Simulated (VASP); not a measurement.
Level of theory: LDA (Ceperley-Alder, Perdew-Zunger), VASP's LDA PAW potentials (set 64) (plane waves; VASP).

VASP ran on this input.

File POSCAR:
```
MoTe2
1.0
  1.7362062540  -3.0071970402   0.0000000000
  1.7362062540   3.0071970402   0.0000000000
  0.0000000000   0.0000000000  13.7096940372
Te Mo
4 2
Cart
  1.7362062540   1.0024010182  12.0823283033
  1.7362062540  -1.0024010182   5.2274812847
  1.7362062540  -1.0024010182   1.6273657339
  1.7362062540   1.0024010182   8.4822127525
  1.7362062540   1.0024010182   3.4274235093
  1.7362062540  -1.0024010182  10.2822705279
```

INCAR:
```
# general
SYSTEM  = MoTe2
PREC    = Accurate
ENCUT   = 400   # plane-wave cut-off (eV)
LREAL   = F
LASPH   = T   # aspherical one-centre terms

# electronic loop
EDIFF   = 1E-8
NELM    = 100
ALGO    = Normal
LMAXMIX = 4   # l cut-off of mixed one-centre charges

# smearing
ISMEAR  = 0   # Gaussian
SIGMA   = 0.05   # width (eV)

# ions
IBRION  = 1
NSW     = 30   # most ionic steps
ISIF    = 2   # forces and stress, cell fixed
EDIFFG  = -0.001

# output
LWAVE   = F
LCHARG  = F
```

### KPOINTS
```
Automatic mesh
0
Gamma
7 7 2
0 0 0
```

POTCAR, in this order: Te Mo_sv (LDA.64 set). Program: vasp_std.

The run wrote:

File OSZICAR:
```
       N       E                     dE             d eps       ncg     rms          rms(c)
DAV:   1     0.353860967180E+03    0.35386E+03   -0.24122E+04  1200   0.123E+03
DAV:   2    -0.203720698095E+02   -0.37423E+03   -0.36703E+03  1228   0.329E+02
DAV:   3    -0.420238403899E+02   -0.21652E+02   -0.21338E+02  1239   0.653E+01
DAV:   4    -0.426054944936E+02   -0.58165E+00   -0.57974E+00  1236   0.103E+01
DAV:   5    -0.426214372359E+02   -0.15943E-01   -0.15940E-01  1274   0.181E+00    0.237E+01
DAV:   6    -0.417095317683E+02    0.91191E+00   -0.76397E+00  1197   0.150E+01    0.910E+00
DAV:   7    -0.416376590660E+02    0.71873E-01   -0.70756E+00  1104   0.115E+01    0.639E+00
DAV:   8    -0.412641993344E+02    0.37346E+00   -0.16646E+00  1142   0.612E+00    0.311E+00
DAV:   9    -0.412674647587E+02   -0.32654E-02   -0.24596E-01  1289   0.223E+00    0.137E+00
DAV:  10    -0.412593248953E+02    0.81399E-02   -0.52914E-02  1220   0.123E+00    0.324E-01
DAV:  11    -0.412594796866E+02   -0.15479E-03   -0.26871E-03  1304   0.255E-01    0.323E-01
DAV:  12    -0.412594674552E+02    0.12231E-04   -0.38983E-04  1180   0.820E-02    0.171E-01
DAV:  13    -0.412594177961E+02    0.49659E-04   -0.10150E-04  1245   0.597E-02    0.117E-01
DAV:  14    -0.412594059350E+02    0.11861E-04   -0.41976E-05  1253   0.268E-02    0.491E-02
DAV:  15    -0.412594060235E+02   -0.88478E-07   -0.11184E-06  1199   0.526E-03    0.360E-02
DAV:  16    -0.412594047030E+02    0.13204E-05   -0.29236E-06  1237   0.844E-03    0.189E-02
DAV:  17    -0.412594045020E+02    0.20104E-06   -0.67045E-07  1256   0.354E-03    0.485E-03
DAV:  18    -0.412594044727E+02    0.29298E-07   -0.55120E-08  1106   0.969E-04    0.398E-03
DAV:  19    -0.412594044455E+02    0.27178E-07   -0.10563E-07  1132   0.159E-03    0.287E-04
DAV:  20    -0.412594044449E+02    0.61573E-09   -0.10933E-08   601   0.488E-04
   1 F= -.41259404E+02 E0= -.41259404E+02  d E =-.412594E+02
       N       E                     dE             d eps       ncg     rms          rms(c)
DAV:   1    -0.412594163338E+02   -0.11888E-04   -0.47189E-04  1020   0.795E-02    0.195E-02
DAV:   2    -0.412594176616E+02   -0.13278E-05   -0.20580E-05  1140   0.186E-02    0.108E-02
DAV:   3    -0.412594176510E+02    0.10602E-07   -0.39243E-07  1208   0.315E-03    0.645E-03
DAV:   4    -0.412594176412E+02    0.98134E-08   -0.23775E-07  1080   0.202E-03    0.196E-03
DAV:   5    -0.412594176211E+02    0.20121E-07   -0.15690E-07  1033   0.190E-03    0.346E-04
DAV:   6    -0.412594176212E+02   -0.13279E-09   -0.63781E-09   608   0.464E-04
   2 F= -.41259418E+02 E0= -.41259418E+02  d E =-.131763E-04
       N       E                     dE             d eps       ncg     rms          rms(c)
DAV:   1    -0.412594189918E+02   -0.13707E-05   -0.71219E-05  1020   0.309E-02    0.772E-03
DAV:   2    -0.412594191957E+02   -0.20388E-06   -0.30899E-06  1147   0.711E-03    0.418E-03
DAV:   3    -0.412594191936E+02    0.20509E-08   -0.54960E-08  1089   0.117E-03
   3 F= -.41259419E+02 E0= -.41259419E+02  d E =-.157244E-05
```

File OUTCAR:
```
------------------------ aborting loop because EDIFF is reached ----------------------------------------
  FORCE on cell =-STRESS in cart. coord.  units (eV):
  Direction    XX          YY          ZZ          XY          YZ          ZX
  --------------------------------------------------------------------------------------
  Total        0.0235759      0.0235759      0.0780491     -0.0000000      0.0000000     -0.0000000
  in kB        0.2638500      0.2638500      0.8734894     -0.0000000      0.0000000     -0.0000000
  external PRESSURE =       0.4670631 kB  Pullay stress =       0.0000000 kB
  volume of cell :      143.16
      direct lattice vectors                 reciprocal lattice vectors
     1.736206254 -3.007197040  0.000000000     0.287984218 -0.166267788  0.000000000
     1.736206254  3.007197040  0.000000000     0.287984218  0.166267788  0.000000000
     0.000000000  0.000000000 13.709694037     0.000000000  0.000000000  0.072941088
 POSITION                                       TOTAL-FORCE (eV/Angst)
 -----------------------------------------------------------------------------------
      1.73621      1.00240     12.08168        -0.000000      0.000000     -0.000025
      1.73621     -1.00240      5.22683        -0.000000     -0.000000     -0.000025
      1.73621     -1.00240      1.62802        -0.000000      0.000000      0.000025
      1.73621      1.00240      8.48286        -0.000000     -0.000000      0.000025
      1.73621      1.00240      3.42742         0.000000     -0.000000      0.000000
      1.73621     -1.00240     10.28227         0.000000      0.000000      0.000000
 -----------------------------------------------------------------------------------
    total drift:                               -0.000239      0.001592     -0.000025
  FREE ENERGIE OF THE ION-ELECTRON SYSTEM (eV)
  ---------------------------------------------------
  free  energy   TOTEN  =       -41.2594191936 eV

  energy  without entropy=      -41.2594191936  energy(sigma->0) =      -41.25941919

 reached required accuracy - stopping structural energy minimisation
```
(Selected blocks of OUTCAR.)

### CONTCAR
```
MoTe2
   1.00000000000000
     1.7362062540000001   -3.0071970401999999    0.0000000000000000
     1.7362062540000001    3.0071970401999999    0.0000000000000000
     0.0000000000000000    0.0000000000000000   13.7096940372000002
  Te              Mo
     4     2
Direct
     0.3333330000000032    0.6666669999999968    0.8812506556790509
     0.6666669999999968    0.3333330000000032    0.3812506556790511
     0.6666669999999968    0.3333330000000032    0.1187493443209489
     0.3333330000000032    0.6666669999999968    0.6187493443209491
     0.3333330000000032    0.6666669999999968    0.2500000000000000
     0.6666669999999968    0.3333330000000032    0.7500000000000000
```

OUTCAR:
```
 val. band max:        8.6562227583   @ k =   0.0000   0.0000   0.0000

 cond. band min:       9.4046041767   @ k =   0.2857   0.1429   0.0000


 Fermi energy:         8.9581991989

 k-point     1 :       0.0000    0.0000    0.0000
  band No.  band energies     occupation
      1     -51.8118      2.00000
      2     -51.8118      2.00000
      3     -26.2018      2.00000
      4     -26.2017      2.00000
      5     -26.0335      2.00000
      6     -26.0335      2.00000
      7     -26.0332      2.00000
      8     -26.0332      2.00000
      9      -4.6772      2.00000
     10      -4.2736      2.00000
     11      -3.8190      2.00000
     12      -3.1898      2.00000
     13       2.4781      2.00000
     14       3.9831      2.00000
     15       5.2702      2.00000
     16       6.7578      2.00000
     17       6.7578      2.00000
     18       6.7765      2.00000
     19       6.7765      2.00000
     20       7.4236      2.00000
     21       7.5686      2.00000
     22       7.5686      2.00000
     23       7.6113      2.00000
     24       7.6113      2.00000
     25       8.4384      2.00000
     26       8.6562      2.00000
     27      11.6320      0.00000
     28      11.6321      0.00000
     29      11.7963      0.00000
     30      11.7969      0.00000
     31      11.8598      0.00000

 k-point     2 :       0.1429    0.0000    0.0000
  band No.  band energies     occupation
      1     -51.8095      2.00000
      2     -51.8095      2.00000
      3     -26.1953      2.00000
      4     -26.1953      2.00000
      5     -26.0630      2.00000
      6     -26.0629      2.00000
      7     -26.0402      2.00000
      8     -26.0401      2.00000
      9      -4.3761      2.00000
     10      -3.9778      2.00000
     11      -3.5951      2.00000
     12      -2.9997      2.00000
     13       2.8057      2.00000
     14       4.2869      2.00000
     15       5.1271      2.00000
     16       6.1211      2.00000
     17       6.1882      2.00000
...
```

Unless said otherwise, spin-orbit coupling is left out, though it shifts the bands of the heavy elements here.

The compound is MoTe2 in the 2H layered structure. This run relaxes the ions in a fixed cell. Symmetry was kept, so distortions that lower it aren't found. The start is the result of an earlier pass.
